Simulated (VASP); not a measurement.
Output of a VASP run:

File OUTCAR:
```
 ion  position               nearest neighbor table
   1  0.000  0.000  0.000-
  LATTYP: Found a body centered cubic cell.
 ALAT       =     2.7297617208
 Subroutine PRICEL returns:
 Original cell was already a primitive cell.
 Subroutine GETGRP returns: Found 48 space group operations
The static configuration has the point symmetry O_h .
The dynamic configuration has the point symmetry O_h .
The overall configuration has the point symmetry O_h .
 Subroutine INISYM returns: Found 48 space group operations
 Subroutine IBZKPT returns following result:
 Found    220 irreducible k-points:

 Following reciprocal coordinates:
            Coordinates               Weight
  0.000000  0.000000  0.000000      1.000000
  0.052632  0.000000  0.000000     12.000000
  0.105263  0.000000  0.000000     12.000000
  0.157895  0.000000  0.000000     12.000000
  0.210526  0.000000  0.000000     12.000000
  0.263158  0.000000  0.000000     12.000000
  0.315789  0.000000  0.000000     12.000000
  0.368421  0.000000  0.000000     12.000000
  0.421053  0.000000  0.000000     12.000000
  0.473684  0.000000  0.000000     12.000000
  0.052632  0.052632  0.000000     24.000000
  0.105263  0.052632  0.000000     48.000000
  0.157895  0.052632  0.000000     48.000000
  0.210526  0.052632  0.000000     48.000000
  0.263158  0.052632  0.000000     48.000000
  0.315789  0.052632 -0.000000     48.000000
  0.368421  0.052632 -0.000000     48.000000
  0.421053  0.052632 -0.000000     48.000000
  0.473684  0.052632  0.000000     24.000000
  0.105263  0.105263  0.000000     24.000000
  0.157895  0.105263  0.000000     48.000000
  0.210526  0.105263  0.000000     48.000000
  0.263158  0.105263 -0.000000     48.000000
  0.315789  0.105263  0.000000     48.000000
  0.368421  0.105263 -0.000000     48.000000
  0.421053  0.105263  0.000000     48.000000
  0.157895  0.157895  0.000000     24.000000
  0.210526  0.157895  0.000000     48.000000
  0.263158  0.157895  0.000000     48.000000
  0.315789  0.157895  0.000000     48.000000
  0.368421  0.157895  0.000000     48.000000
  0.421053  0.157895 -0.000000     24.000000
  0.210526  0.210526  0.000000     24.000000
  0.263158  0.210526  0.000000     48.000000
  0.315789  0.210526 -0.000000     48.000000
  0.368421  0.210526  0.000000     48.000000
  0.263158  0.263158  0.000000     24.000000
  0.315789  0.263158  0.000000     48.000000
  0.368421  0.263158  0.000000     24.000000
  0.315789  0.315789  0.000000     24.000000
   k-points           NKPTS =    220   k-points in BZ     NKDIM =    220   number of bands    NBANDS=      9
   number of dos      NEDOS =    301   number of ions     NIONS =      1
   total plane-waves  NPLWV =   5832
   dimension x,y,z NGX =    18 NGY =   18 NGZ =   18
   dimension x,y,z NGXF=    36 NGYF=   36 NGZF=   36
   ions per type =               1
   PREC   = accura    normal or accurate (medium, high low for compatibility)
   ISTART =      0    job   : 0-new  1-cont  2-samecut
   ICHARG =      2    charge: 1-file 2-atom 10-const
   ISPIN  =      2    spin polarized calculation?
   LNONCOLLINEAR =      F non collinear calculations
   LSORBIT =      F    spin-orbit coupling
   INIWAV =      1    electr: 0-lowe 1-rand  2-diag
   ENCUT  =  500.0 eV  36.75 Ry    6.06 a.u.   4.31  4.31  4.31*2*pi/ulx,y,z
   NELM   =    100;   NELMIN=  2; NELMDL= -5     # of ELM steps
   EDIFF  = 0.1E-05   stopping-criterion for ELM
   LREAL  =      F    real-space projection
   NLSPLINE    = F    spline interpolate recip. space projectors
   LMAXMIX     =    4 max onsite mixed and CHGCAR
   VOSKOWN=      0    Vosko Wilk Nusair interpolation
   EDIFFG = -.2E-01   stopping-criterion for IOM
   NSW    =     40    number of steps for IOM
   NBLOCK =      1;   KBLOCK =     40    inner block; outer block
   IBRION =      2    ionic relax: 0-MD 1-quasi-New 2-CG
...
```

File OSZICAR:
```
       N       E                     dE             d eps       ncg     rms          rms(c)
DAV:   1     0.134402471786E+02    0.13440E+02   -0.43079E+03  8312   0.119E+03
DAV:   2    -0.101137822629E+02   -0.23554E+02   -0.22305E+02  8029   0.130E+02
DAV:   3    -0.104189851414E+02   -0.30520E+00   -0.30458E+00  8885   0.201E+01
DAV:   4    -0.104205341502E+02   -0.15490E-02   -0.15488E-02  8776   0.129E+00
DAV:   5    -0.104205495887E+02   -0.15439E-04   -0.15438E-04  8676   0.115E-01    0.130E+01
DAV:   6    -0.929541584605E+01    0.11251E+01   -0.11244E+01  8375   0.590E+01    0.457E+00
DAV:   7    -0.924154136236E+01    0.53874E-01   -0.50789E-01  8419   0.126E+01    0.296E+00
DAV:   8    -0.922956042190E+01    0.11981E-01   -0.49278E-03  9732   0.647E-01    0.139E+00
DAV:   9    -0.922026589069E+01    0.92945E-02   -0.51712E-03  9902   0.586E-01    0.331E-01
DAV:  10    -0.922005927269E+01    0.20662E-03   -0.66527E-04  8390   0.450E-01    0.101E-01
DAV:  11    -0.922005699299E+01    0.22797E-05   -0.10882E-04  8363   0.189E-01    0.202E-02
DAV:  12    -0.922006071383E+01   -0.37208E-05   -0.27456E-06  7115   0.215E-02    0.900E-03
DAV:  13    -0.922006150779E+01   -0.79396E-06   -0.97959E-07  4103   0.163E-02
   1 F= -.89026639E+01 E0= -.89025497E+01  d E =-.890266E+01  mag=     1.8954
       N       E                     dE             d eps       ncg     rms          rms(c)
DAV:   1    -0.922004241193E+01    0.18302E-04   -0.29037E-02  8250   0.327E+00    0.353E-01
DAV:   2    -0.921890506636E+01    0.11373E-02   -0.12302E-02  8349   0.182E+00    0.271E-01
DAV:   3    -0.921877813770E+01    0.12693E-03   -0.78552E-04  8436   0.492E-01    0.105E-01
DAV:   4    -0.921876517964E+01    0.12958E-04   -0.60921E-06  8450   0.413E-02    0.227E-02
DAV:   5    -0.921875400315E+01    0.11176E-04   -0.14748E-05  8440   0.375E-02    0.344E-03
DAV:   6    -0.921875407667E+01   -0.73515E-07   -0.12513E-07  4048   0.321E-03
   2 F= -.89026374E+01 E0= -.89025609E+01  d E =0.264910E-04  mag=     1.8853
       N       E                     dE             d eps       ncg     rms          rms(c)
DAV:   1    -0.922005565621E+01   -0.13017E-02   -0.10665E-02  8242   0.198E+00    0.215E-01
DAV:   2    -0.921963686693E+01    0.41879E-03   -0.46141E-03  8346   0.111E+00    0.168E-01
DAV:   3    -0.921958775467E+01    0.49112E-04   -0.30643E-04  8415   0.307E-01    0.636E-02
DAV:   4    -0.921958293558E+01    0.48191E-05   -0.24288E-06  7636   0.266E-02    0.141E-02
DAV:   5    -0.921957875004E+01    0.41855E-05   -0.55430E-06  8410   0.240E-02    0.222E-03
DAV:   6    -0.921957876802E+01   -0.17980E-07   -0.51159E-08  3981   0.215E-03
   3 F= -.89026863E+01 E0= -.89025876E+01  d E =-.224189E-04  mag=     1.8914
```

**OUTCAR**
```
------------------------ aborting loop because EDIFF is reached ----------------------------------------
  FORCE on cell =-STRESS in cart. coord.  units (eV):
  Direction    XX          YY          ZZ          XY          YZ          ZX
  --------------------------------------------------------------------------------------
  Total        0.3172575      0.3172575      0.3172575      0.0000000     -0.0000000      0.0000000
  in kB       50.0575914     50.0575914     50.0575914      0.0000000     -0.0000000      0.0000000
  external PRESSURE =       0.0575914 kB  Pullay stress =      50.0000000 kB
  volume of cell :       10.15
      direct lattice vectors                 reciprocal lattice vectors
    -1.364156377  1.364156377  1.364156377     0.000000000  0.366526894  0.366526894
     1.364156377 -1.364156377  1.364156377     0.366526894  0.000000000  0.366526894
     1.364156377  1.364156377 -1.364156377     0.366526894  0.366526894  0.000000000
 POSITION                                       TOTAL-FORCE (eV/Angst)
 -----------------------------------------------------------------------------------
      0.00000      0.00000      0.00000        -0.000000     -0.000000     -0.000000
 -----------------------------------------------------------------------------------
    total drift:                                0.000000     -0.000000      0.000000
  FREE ENERGIE OF THE ION-ELECTRON SYSTEM (eV)
  ---------------------------------------------------
  free  energy   TOTEN  =        -9.2195787680 eV

  energy  without entropy=       -9.2192826952  energy(sigma->0) =       -9.21948008
  enthalpy is  TOTEN    =        -8.9026863224 eV   P V=        0.3168924457

 total charge

# of ion       s       p       d       tot
------------------------------------------
    1        0.538   0.640   6.358   7.536

 magnetization (x)

# of ion       s       p       d       tot
------------------------------------------
    1       -0.008  -0.032   1.897   1.857

 reached required accuracy - stopping structural energy minimisation
```
(Selected blocks of OUTCAR.)

### POSCAR
```
Fe
1
   -1.3648808604     1.3648808604     1.3648808604
    1.3648808604    -1.3648808604     1.3648808604
    1.3648808604     1.3648808604    -1.3648808604
Fe
1
Direct
  0.0000000000   0.0000000000   0.0000000000
```

Task: Write an INCAR and KPOINTS that could have produced this output.

Result: One answer among several that fit: the input of the run itself, LDA (Ceperley-Alder, Perdew-Zunger), plane waves, VASP's LDA PAW potentials (set 64).

INCAR:
```
# general
SYSTEM   =  Fe
PREC     =  Accurate
ENCUT    =  500   # plane-wave cut-off (eV)
LREAL    =  .FALSE.
LASPH    =  .TRUE.

# electronic loop
EDIFF    =  1E-6
NELM     =  100   # most electronic steps
ALGO     =  Normal   # blocked Davidson
LMAXMIX  =  4   # l cut-off of mixed one-centre charges

# smearing
ISMEAR   =  1
SIGMA    =  0.1

# spin
ISPIN    =  2
MAGMOM   =  2.0

# ions
IBRION   =  2   # conjugate gradients
NSW      =  40   # most ionic steps
ISIF     =  3   # ions, shape and volume
EDIFFG   =  -0.02   # ionic stop
PSTRESS  =  50   # kbar

# output
LWAVE    =  .FALSE.
LCHARG   =  .FALSE.
LORBIT   =  10
```

### KPOINTS
```
Automatic mesh
0
Gamma
19 19 19
0 0 0
```

POTCAR, in this order: Fe (LDA.64 set). Program: vasp_std.

The compound is Fe in the bcc structure. This run relaxes it under an external pressure of 5 GPa. Symmetry was kept, so distortions that lower it aren't found.
